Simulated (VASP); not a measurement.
# Pressure and energy of ScAl3 (Pm-3m) within 6% of its equilibrium volume, PBEsol + D3(BJ)

The pressure and the energy of cubic ScAl3 are calculated at seven volumes, from about 6% below to about 6% above equilibrium. The volume change is measured from the minimum of the Birch-Murnaghan fit, 16.24 Å³ per atom, and the energy from the lowest row of the series. Positive pressure means a compressed cell.

The problem is to find the stiffness of the crystal, to explain why compression and expansion are not mirror images, and to see whether pressures and energies agree. The answer matters for aluminium alloys strengthened by small ScAl3 precipitates, where the misfit between particle and matrix strains both, and the bulk modulus helps to set the elastic energy stored.

## Systems and settings

A cell from the Materials Project database, relaxed at this level and then scaled evenly, fractional positions kept. VASP 6.6.1, plane waves with PAW, PBEsol + D3(BJ), cutoff 400 eV, k mesh 5×5×5, no spin polarisation, no spin-orbit coupling, static lattice. A Birch-Murnaghan fit to the energies has its minimum at 16.24 Å³ per atom.

Notes on method and selection:

- The pressure is that of a finite plane-wave basis, so it need not vanish exactly at the minimum of the energy.
- Only series whose fit has its minimum inside the range and an error under 0.5 meV per atom are shown.
- Where rows or columns differ in functional or spin-orbit coupling, non-spherical gradient terms in the PAW spheres (LASPH) may be on in some and off in others.
- Runs that did not converge, have known faults or may not be shown are not listed, and runs on Ansatz's PAW sets soft_1 and soft_2 are kept to separate tables.

Columns:

- volume change (%): volume relative to the fitted equilibrium volume.
- pressure (GPa): pressure from the stress tensor (positive: compressed).
- energy (meV/atom): energy per atom above the lowest point of the series.

Input lines of one member:

```
PREC = Accurate
ENCUT = 400
EDIFF = 1E-06
NELM = 100
ISMEAR = 1
SIGMA = 0.2
LREAL = .FALSE.
ALGO = Normal
GGA = PS
IVDW = 12
NBANDS = 16
LASPH = .TRUE.
LORBIT = 11
KPAR = 4
ISIF = 2
```

Command (options for logging and memory left out): `mpirun -np 4 vasp_std`

## Table of results

| member | volume change (%) | pressure (GPa) | energy (meV/atom) |
| --- | --- | --- | --- |
| 15.26 Å³ | −6.07 | 7.03 | 20.80 |
| 15.58 Å³ | −4.07 | 4.45 | 9.04 |
| 15.91 Å³ | −2.07 | 2.10 | 2.26 |
| 16.23 Å³ | −0.07 | −0.02 | 0.00 |
| 16.56 Å³ | 1.92 | −1.94 | 1.83 |
| 16.88 Å³ | 3.92 | −3.67 | 7.35 |
| 17.20 Å³ | 5.92 | −5.24 | 16.25 |

Least-squares fits to the whole series, with x = volume change (%); R² and errors in the fitted variable (y, or ln y where the fit is in ln y):

| y | members | fit | R² | rms residual | leave-one-out rms | the same for the mean of the others |
| --- | --- | --- | --- | --- | --- | --- |
| pressure (GPa) | 7 | y = −0.094408 − 1.0167 x + 0.025422 x² | 1.00 | 0.016 | 0.042 | 4.8 |
| energy (meV/atom) | 7 | y = −0.03269 − 0.2348 x + 0.5155 x² | 1.00 | 0.37 | 1.0 | 8.5 |

## Mechanism

The pressure falls from row to row, from 7.03 GPa at −6.07% to −5.24 GPa at +5.92%. The energy rises on both sides of the row at −0.07%.

**Stiffness.** The bulk modulus is $B=-V\,dP/dV$. The two rows on either side of the centre give (2.10 + 1.94) / (1.92 + 2.07) = 1.01 GPa per percent, so $B_0$ ≈ 100 × 1.01 = 101 GPa.

**Curvature.** The slope is not constant. It is (7.03 − 4.45) / 2.00 = 1.29 GPa per percent between the two smallest cells and (5.24 − 3.67) / 2.00 = 0.79 between the two largest. With $\varepsilon=\Delta V/V_0$,

$$P\approx -B_0\,\varepsilon+\tfrac12 B_0(1+B_0')\,\varepsilon^2 .$$

The coefficients of the pressure fit then give $1+B_0'$ = 200 × 0.025422 / 1.0167 = 5.00, so $B_0'$ ≈ 4.0.

**Energy.** Integrating the pressure gives

$$E\approx\tfrac12 B_0V_0\,\varepsilon^2\left[1-\tfrac13(1+B_0')\,\varepsilon\right].$$

With 1 eV/Å³ = 160.2 GPa, the prefactor is 0.5 × 101 / 160.2 × 16.24 = 5.12 eV. For $x$ in percent the quadratic coefficient is 0.512 meV per atom and the cubic one 0.512 × 5.00 / 300 = 0.00853, so $E$ = 0.512 $x^2$ − 0.00853 $x^3$ meV per atom. Though its stiffness and curvature come from the pressures, this formula meets all seven energies within 0.1 meV per atom, with an rms miss of about 0.03, against a scatter of 8.5 about the mean of the others.

**Cause.** In a simple metal the kinetic energy of the electrons grows as $V^{-2/3}$ on compression, while the electrostatic attraction grows only as $V^{-1/3}$. Repulsion therefore gains on attraction as the cell shrinks, and the crystal stiffens. An energy made of one term in $V^{-m}$ and one in $V^{-n}$ has $B_0'=m+n+2$ at its minimum, so these two terms alone would give $B_0'=3$. The sign is right, but the model omits the ion cores and the d electrons of scandium, so the full value is not expected from it.

## Members off the line

Largest departures from the fit to the whole series:

| member | pressure (GPa) | fit | computed − fit | in rms residuals |
| --- | --- | --- | --- | --- |
| 16.88 Å³ | −3.67 | −3.69 | +0.02 | 1.2 |
| 15.91 Å³ | 2.10 | 2.12 | −0.02 | 1.2 |
| 17.20 Å³ | −5.24 | −5.22 | −0.02 | 1.1 |
| 15.26 Å³ | 7.03 | 7.01 | +0.02 | 1.0 |

No row breaks the trend. The largest departures from the pressure fit are 0.02 GPa, and their signs run in the order left by a missing cubic term: positive at the smallest cell, negative at the next two, positive at +1.92% and +3.92%, negative at the largest.

The same pattern is plainer in the energy, where the parabola misses six of the seven rows by about 0.4 meV per atom. It also puts the minimum at 0.2348 / (2 × 0.5155) = +0.23%, which is an artefact of fitting a lopsided curve with a symmetric one.

The centre row shows a different, numerical effect. At −0.07% the cell is slightly smaller than at the energy minimum, so a pressure near +0.07 GPa is expected, yet −0.02 GPa is found. The likeliest reason is the finite plane-wave basis. The stress is evaluated for a fixed set of waves, whose effective cutoff drops as the cell expands. This adds a spurious pull inwards, and the pressure comes out about 0.09 GPa too low.

## Short exercises

**Which volume corresponds to a pressure of 5 GPa?**

The target lies between the rows at 4.45 and 7.03 GPa. A straight line between them gives a compression of 4.07 + 2.00 × (5.00 − 4.45) / (7.03 − 4.45) = 4.50%. As a check, $x$ = −4.50 in the pressure fit gives −0.094 + 1.0167 × 4.50 + 0.025422 × 4.50 × 4.50 = 5.00 GPa. The volume is 16.24 × (1 − 4.50 / 100) = 15.51 Å³ per atom.

**What pressure and energy result if the lattice constant is set 1% too long?**

The volume grows as the cube of the length, so the change in percent is 100 × (1.01 × 1.01 × 1.01 − 1) = 3.03. The pressure fit gives −0.094 − 1.0167 × 3.03 + 0.025422 × 3.03 × 3.03 = −2.94 GPa. The energy formula gives 0.512 × 3.03 × 3.03 − 0.00853 × 3.03 × 3.03 × 3.03 = 4.46 meV per atom. An error that looks small in the length is thus plain in the pressure, while its cost in energy is only a few meV per atom.

**Is a cutoff of 400 eV good enough to relax the cell by its stress?**

The pressure fit gives −0.094 GPa at the energy minimum. Zero stress is therefore reached at a volume smaller by 0.094 / 1.0167 = 0.09%, which is 0.09 / 3 = 0.03% in the lattice constant. For most structural work that is negligible. Where pressures of a tenth of a GPa matter, a higher cutoff or a fit to the energies is the better choice.

## Conclusions and limits

Within about 6% of equilibrium, a bulk modulus near 101 GPa and a pressure derivative near 4 describe both columns. A parabola in the energy is adequate only for rough work, since it misses the stiffening on compression.

The lattice is static. Zero-point and thermal vibrations would add a positive pressure, enlarge the equilibrium volume and usually lower the bulk modulus. The D3 term adds attraction to PBEsol, which already gives good volumes for many metals without it, so the calculated cell may be somewhat too small and too stiff. No measured volume or modulus is compared here.

The smooth curves show that the rows are consistent with one another. They do not show that the 5×5×5 k mesh is converged, because an error common to all rows would leave the curves just as smooth.

[Logs are printed without paths, hosts, clocks, repeated set-up lines and the standing remarks that a program may print on its own settings, such as how far it seeks lower states.]
